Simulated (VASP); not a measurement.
# Lattice of CaMn2Bi2 across functionals and dispersion corrections, part 7 of 7

How close do the usual functionals, with and without dispersion, come to the cell of CaMn2Bi2? The start is a computed cell from the Materials Project.

VASP 6.6.1, plane waves and PAW; the level of theory is named at each step.

Still holding for the runs below: The magnetic order is the lowest of the few collinear ones that converged above; longer or canted patterns were not tried. The k-mesh is coarse for a metal. The electron count would fill whole bands, but the bands touch or overlap. That can be a semimetal, a small gap that the functional closes or, with several bands partly filled, an ordinary metal.

So far. Step 12 (Relaxation with PBE + D3(BJ)): It ends at 26.01 Å³/atom, -9.2 % from the start, with 0.00 GPa left. The conventional cell has a = 4.461 and c = 7.545 Å. The largest moment is 3.84 μB. Against plain PBE, the dispersion term moves a by -2.4 % and c by -1.5 %. Step 13 (Relaxation with r2SCAN + rVV10): It ends at 27.75 Å³/atom, -3.2 % from the start, with -0.01 GPa left. The conventional cell has a = 4.605 and c = 7.554 Å. The largest moment is 4.27 μB.

## (14) Relaxation with PBE + TS

This step: PBE with TS, spin-polarised from an antiferromagnetic start; plane waves and PAW (Ca_sv, Mn_pv, Bi_d) (VASP 6.6.1).

The Tkatchenko-Scheffler scheme scales free-atom polarisabilities by Hirshfeld volumes.

INCAR

```
SYSTEM = CaMn2Bi2
PREC = Accurate
ENCUT = 520
EDIFF = 1E-06
NELM = 100
ISMEAR = -1
SIGMA = 0.05
LREAL = .FALSE.
ALGO = Normal
GGA = PE
IVDW = 20
NBANDS = 43
ISPIN = 2
MAGMOM = 0 3.9 -3.9 -0 0
LASPH = .TRUE.
LMAXMIX = 4
LORBIT = 11
LWAVE = .FALSE.
LCHARG = .FALSE.
KPAR = 8
IBRION = 2
NSW = 60
ISIF = 3
EDIFFG = -0.01
```

POSCAR

```
CaMn2Bi2
1.0
    4.6263818529      0.0000000000      0.0000000000
   -2.3131909265      4.0065642123      0.0000000000
    0.0000000000      0.0000000000      7.7287920000
Ca Mn Bi
1 2 2
Direct
    0.0000000000      0.0000000000      0.0000000000
    0.6666666700      0.3333333300      0.6207350000
    0.3333333300      0.6666666700      0.3792650000
    0.6666666700      0.3333333300      0.2488090000
    0.3333333300      0.6666666700      0.7511910000
```

KPOINTS

```
Automatic mesh
0
Gamma
7 7 4
0 0 0
```

The projector-augmented-wave data sets are Ca_sv, Mn_pv and Bi_d (PBE family, release 64).

Started as:

```
$ mpirun -np 8 vasp_std
```

Numbers of over 12 decimals in the logs are rounded to 6 here.

Output:

```text
[... set-up lines as in an earlier step ...]
 entering main loop
       N       E                     dE             d eps       ncg     rms          rms(c)
[... 17 cycles as in an earlier step ...]
 augmentation electrons   66.042318
 total        electrons   66.042318
 augmentation electrons  1.095126967072330E-015
 total        electrons  1.095126967072330E-015
 augmentation electrons   244.498636973360
 total        electrons   244.498636973360
 augmentation electrons   241.529913951920
 total        electrons   241.529913951920
 augmentation electrons   29.037931
 soft         electrons   37.004391
 total        electrons   66.042322
 augmentation electrons  3.947952262583965E-016
 total        electrons  3.947952262583965E-016
 translations:           2           2           1
   1 F= -.30334853E+02 E0= -.30332228E+02  d E =-.303349E+02  mag=     0.0000
[... from here on, the cycles between the ionic steps are left out ...]
   2 F= -.30548341E+02 E0= -.30544585E+02  d E =-.213488E+00  mag=     0.0000
   3 F= -.30548388E+02 E0= -.30544609E+02  d E =-.213535E+00  mag=     0.0000
[...]
6 F= -.30557938E+02 E0= -.30555578E+02  d E =-.955027E-02  mag=     0.0000
   7 F= -.30572685E+02 E0= -.30569788E+02  d E =-.242974E-01  mag=     0.0000
   8 F= -.30579672E+02 E0= -.30576726E+02  d E =-.698643E-02  mag=     0.0000
   9 F= -.30593697E+02 E0= -.30590567E+02  d E =-.210115E-01  mag=     0.0000
  10 F= -.30589355E+02 E0= -.30585556E+02  d E =-.166695E-01  mag=     0.0000
  11 F= -.30596992E+02 E0= -.30593718E+02  d E =-.243066E-01  mag=     0.0000
  12 F= -.30602025E+02 E0= -.30598499E+02  d E =-.503325E-02  mag=     0.0000
  13 F= -.30606141E+02 E0= -.30602266E+02  d E =-.914930E-02  mag=     0.0000
  14 F= -.30606436E+02 E0= -.30601798E+02  d E =-.944367E-02  mag=     0.0000
  15 F= -.30607574E+02 E0= -.30603325E+02  d E =-.105816E-01  mag=     0.0000
  16 F= -.30611964E+02 E0= -.30607558E+02  d E =-.439075E-02  mag=     0.0000
  17 F= -.30614260E+02 E0= -.30609682E+02  d E =-.668655E-02  mag=     0.0000
  18 F= -.30614596E+02 E0= -.30609934E+02  d E =-.702245E-02  mag=     0.0000
  19 F= -.30614639E+02 E0= -.30610104E+02  d E =-.428405E-04  mag=     0.0000
 trial-energy change:   -0.000043  1 .order   -0.000140   -0.000253   -0.000027
 step:   1.1455(harm=  1.1455)  dis= 0.00140  next Energy=   -30.614738 (dE=-0.142E-03)
 reached required accuracy - stopping structural energy minimisation
```

Wall time 16 min (8 MPI ranks of AMD EPYC 7R13 (Zen 3), shared host); peak memory 4.3 GiB.

From OUTCAR (step 14):

```text
  Edisp (eV):   -2.61395

  Total       0.01012     0.01012    -0.01833    -0.00000    -0.00000    -0.00000
  in kB       0.12552     0.12552    -0.22735    -0.00000    -0.00000    -0.00000
  external pressure =        0.01 kB  Pullay stress =        0.00 kB

 POSITION                                       TOTAL-FORCE (eV/Angst)
 -----------------------------------------------------------------------------------
      0.00000      0.00000      0.00000        -0.000000      0.000000      0.000000
      2.19964      1.26996      4.58742         0.000000      0.000000     -0.001440
     -0.00000      2.53993      3.11893        -0.000000     -0.000000      0.001440
      2.19964      1.26996      1.91856        -0.000000     -0.000000      0.002959
     -0.00000      2.53993      5.78779         0.000000      0.000000     -0.002959
 -----------------------------------------------------------------------------------
    total drift:                                0.000000     -0.000000      0.000000

  FREE ENERGIE OF THE ION-ELECTRON SYSTEM (eV)
  ---------------------------------------------------
  free  energy   TOTEN  =       -30.6146388569 eV

  energy  without entropy=      -30.6055681923  energy(sigma->0) =      -30.61010352

 magnetization (x)
# of ion       s       p       d       tot
------------------------------------------
    1        0.000   0.000   0.000   0.000
    2        0.051   0.048   3.684   3.783
    3       -0.051  -0.048  -3.684  -3.783
    4       -0.003   0.021  -0.007   0.011
    5        0.003  -0.021   0.007  -0.011
--------------------------------------------------
tot          0.000   0.000   0.000   0.000

[... 2 parts as in an earlier step ...]

[... 2 further parts left out ...]
[key lines of the parts left out:]
E-fermi :   6.2319
```

Plain TS starts from free neutral atoms, whose polarisability is far too large for alkali and alkaline-earth ions, so it can overbind such cells badly.

Spin moment in the PAW sphere by atom:

```csv
atom,spin moment in the PAW sphere (μB)
Ca1,0.00
Mn2,3.78
Mn3,-3.78
Bi4,0.01
Bi5,-0.01
```

It ends at 25.83 Å³/atom, -9.8 % from the start, with 0.00 GPa left. The conventional cell has a = 4.399 and c = 7.706 Å. The largest moment is 3.78 μB. Against plain PBE, the dispersion term moves a by -3.8 % and c by +0.6 %.

## (15) Relaxation with revPBE + D3(BJ)

This step: revPBE with D3(BJ), spin-polarised from an antiferromagnetic start; plane waves and PAW (Ca_sv, Mn_pv, Bi_d) (VASP 6.6.1).

revPBE by itself binds more weakly than PBE and expands cells; dispersion terms fitted to it are the larger for that.

Edit INCAR of step 14 so:

```diff
@@ -9,4 +9,4 @@
 ALGO = Normal
-GGA = PE
-IVDW = 20
+GGA = RE
+IVDW = 12
 NBANDS = 43
```

POSCAR is that of step 14.

KPOINTS is that of step 14.

Started as:

```
$ mpirun -np 8 vasp_std
```

Output:

```text
[... set-up lines as in an earlier step ...]
 entering main loop
       N       E                     dE             d eps       ncg     rms          rms(c)
DAV:   1     0.798719858091E+03    0.79872E+03   -0.35740E+04  4827   0.178E+03
DAV:   2     0.466637254214E+02   -0.75206E+03   -0.73265E+03  4816   0.527E+02
DAV:   3    -0.245219879740E+02   -0.71186E+02   -0.68781E+02  5487   0.175E+02
DAV:   4    -0.284714357417E+02   -0.39494E+01   -0.38871E+01  7120   0.393E+01
[...]
DAV:  15    -0.267808455619E+02   -0.40370E-04   -0.71642E-05  6700   0.542E-02    0.135E-02
DAV:  16    -0.267808549497E+02   -0.93879E-05   -0.20140E-05  5287   0.233E-02    0.616E-03
DAV:  17    -0.267808558490E+02   -0.89929E-06   -0.20118E-06  4954   0.734E-03
   1 F= -.30448784E+02 E0= -.30446675E+02  d E =-.304488E+02  mag=     0.0000
[... from here on, the cycles between the ionic steps are left out ...]
   2 F= -.30687158E+02 E0= -.30683615E+02  d E =-.238373E+00  mag=    -0.0000
   3 F= -.30687218E+02 E0= -.30683701E+02  d E =-.238434E+00  mag=    -0.0000
   4 F= -.30692962E+02 E0= -.30689579E+02  d E =-.574357E-02  mag=    -0.0000
   5 F= -.30702146E+02 E0= -.30699138E+02  d E =-.149281E-01  mag=     0.0000
   6 F= -.30702433E+02 E0= -.30699501E+02  d E =-.152149E-01  mag=     0.0000
   7 F= -.30706192E+02 E0= -.30702973E+02  d E =-.375863E-02  mag=    -0.0000
   8 F= -.30706564E+02 E0= -.30703274E+02  d E =-.413114E-02  mag=     0.0000
   9 F= -.30709315E+02 E0= -.30705858E+02  d E =-.275117E-02  mag=    -0.0000
  10 F= -.30711377E+02 E0= -.30707601E+02  d E =-.481244E-02  mag=     0.0000
  11 F= -.30711825E+02 E0= -.30708144E+02  d E =-.448076E-03  mag=     0.0000
  12 F= -.30712222E+02 E0= -.30708505E+02  d E =-.845848E-03  mag=     0.0000
[...]
reached required accuracy - stopping structural energy minimisation
```

Wall time 9.3 min (8 MPI ranks); peak memory 4.3 GiB; 74 min of CPU time.

OUTCAR, selected parts (step 15):

```text
 Edisp (eV)   -4.12749

 Edisp (eV)   -4.14504

  Total      -0.01005    -0.01005    -0.01121     0.00000     0.00000    -0.00000
  in kB      -0.12618    -0.12618    -0.14076     0.00000     0.00000    -0.00000
  external pressure =       -0.13 kB  Pullay stress =        0.00 kB

 POSITION                                       TOTAL-FORCE (eV/Angst)
 -----------------------------------------------------------------------------------
      0.00000      0.00000      0.00000         0.000000      0.000000      0.000000
      2.21465      1.27863      4.55089         0.000000      0.000000     -0.000887
     -0.00000      2.55726      2.96192        -0.000000     -0.000000      0.000887
      2.21465      1.27863      1.85591        -0.000000     -0.000000      0.003799
     -0.00000      2.55726      5.65690         0.000000      0.000000     -0.003799
 -----------------------------------------------------------------------------------
    total drift:                                0.000000      0.000000      0.000000

  FREE ENERGIE OF THE ION-ELECTRON SYSTEM (eV)
  ---------------------------------------------------
  free  energy   TOTEN  =       -30.7122224919 eV

  energy  without entropy=      -30.7047866297  energy(sigma->0) =      -30.70850456

 magnetization (x)
# of ion       s       p       d       tot
------------------------------------------
    1        0.000   0.000   0.000   0.000
    2        0.051   0.052   3.747   3.851
    3       -0.051  -0.052  -3.747  -3.851
    4       -0.003   0.021  -0.009   0.009
    5        0.003  -0.021   0.009  -0.009
--------------------------------------------------
tot          0.000   0.000   0.000   0.000

[... 2 parts as in an earlier step ...]

[... 2 further parts left out ...]
[key lines of the parts left out:]
E-fermi :   6.4424
```

It ends at 25.53 Å³/atom, -10.9 % from the start, with -0.01 GPa left. The conventional cell has a = 4.429 and c = 7.513 Å. The largest moment is 3.85 μB.

## (16) The cells as a table

This step: relaxed cells at several levels; plane waves and PAW (VASP 6.6.1).

Derived from the runs above.

Lengths are those of the conventional cell; cost is the wall time of each run, as given at its step, times its ranks, without the set-up around it. Results by level, by row:

```csv
level,volume (Å³/atom),change from the start (%),a (Å),c (Å),largest site moment (μB),cost (core minutes)
LDA,24.3,-15.2,4.291,7.621,3.374,102
PBEsol,26.07,-9,4.458,7.575,3.81,73.2
PBE,27.75,-3.2,4.572,7.664,3.944,64.9
r2SCAN,28.19,-1.6,4.627,7.601,4.287,174
PBE + D3(BJ),26.01,-9.2,4.461,7.545,3.841,114
r2SCAN + rVV10,27.75,-3.2,4.605,7.554,4.273,206
PBE + TS,25.83,-9.8,4.399,7.706,3.783,125
revPBE + D3(BJ),25.53,-10.9,4.429,7.513,3.851,74.4
```

## (17) What came out

```yaml
volume_lda: 24.30 Å³/atom
volume_pbesol: 26.07 Å³/atom
volume_pbe: 27.75 Å³/atom
volume_r2scan: 28.19 Å³/atom
volume_pbe_d3_bj: 26.01 Å³/atom
volume_r2scan_rvv10: 27.75 Å³/atom
volume_pbe_ts: 25.83 Å³/atom
volume_revpbe_d3_bj: 25.53 Å³/atom
```

For CaMn2Bi2 the levels give volumes between 24.30 Å³/atom (LDA) and 28.19 Å³/atom (r2SCAN), a spread of 16.0 %, while the cost of the finished runs spans a factor of 3.2. Of 5 collinear starts at LDA, the lowest ends antiferromagnetic; experiment finds antiferromagnetic order below 150 K (arxiv:1907.07203), whose pattern may be longer, canted or incommensurate, which these cells can't show. Within 1 % of experiment on every length: r2SCAN and r2SCAN + rVV10. The nearest is r2SCAN. Thermal and zero-point expansion, often some tenths of a per cent in length, bear on this order (less where the cell was measured cold): with the measured lengths lowered by an assumed 0.4 % the nearest is still r2SCAN. The costs hold the number of ionic steps as well as the price of the functional. The closing table has room for seven levels; PBE + TS stands in the table of levels alone. Adding D3(BJ) to PBE changes the volume by -6.2 % (a by -2.4 % and c by -1.5 %). Adding rVV10 to r2SCAN changes the volume by -1.6 % (a by -0.5 % and c by -0.6 %). Adding TS to PBE changes the volume by -6.9 % (a by -3.8 % and c by +0.6 %). Plain TS (PBE + TS) starts from free neutral atoms, far too polarisable for alkali and alkaline-earth ions, and can overbind such cells badly. Within 0.02 Å all end in space group P-3m1; the runs can't lower the symmetry of the start. Only a few collinear orders were tried, on the cell as listed. Spin-orbit coupling is left out. The largest site moment differs between levels, from 3.37 μB (LDA) to 4.29 μB (r2SCAN); larger moments and larger volumes go together in magnets, so the two can't be judged apart. Each is a single relaxation on the plane waves of the start cell, so larger changes of volume carry a basis-set error that was not tested here.

Comparison with the measured values:

| quantity | measured | LDA | PBEsol | PBE | r2SCAN | PBE + D3(BJ) | r2SCAN + rVV10 | revPBE + D3(BJ) |
| --- | --- | --- | --- | --- | --- | --- | --- | --- |
| lattice constant a (Å) | 4.629 | 4.291 (-7.3 %) | 4.458 (-3.7 %) | 4.572 (-1.2 %) | 4.627 (-0.0 %) | 4.461 (-3.6 %) | 4.605 (-0.5 %) | 4.429 (-4.3 %) |
| lattice constant c (Å) | 7.628 | 7.621 (-0.1 %) | 7.575 (-0.7 %) | 7.664 (+0.5 %) | 7.601 (-0.4 %) | 7.545 (-1.1 %) | 7.554 (-1.0 %) | 7.513 (-1.5 %) |

Measured values from arxiv:1907.07203 (2019).

Verdict: For the lattice constant a, of the levels listed nearest comes r2SCAN (-0.0 %) and farthest LDA (-7.3 %). For the lattice constant c, of the levels listed nearest comes LDA (-0.1 %) and farthest revPBE + D3(BJ) (-1.5 %). The order used has no net moment, like the sample's, but its pattern may differ, so the match is not graded. For lattice constants the calculation has a static lattice, without zero-point motion or thermal expansion (measured at up to 296 K).

[Lines on the potential files, build, host, timing and source positions are cut from VASP's logs without a mark.]

[Logs are printed without paths, hosts, clocks, repeated set-up lines and the standing remarks that a program may print on its own settings, such as how far it seeks lower states.]

[Hosts, paths, dates, database ids (printed as entryN), source tags and the programs' standing remarks are cut or masked in the printed files.]

[A measured line is paired with the nearest computed mode of its activity, which favours agreement.]

[In band tables of VASP the shares of atoms and orbitals are scaled to a sum of 1 inside the atoms' spheres.]
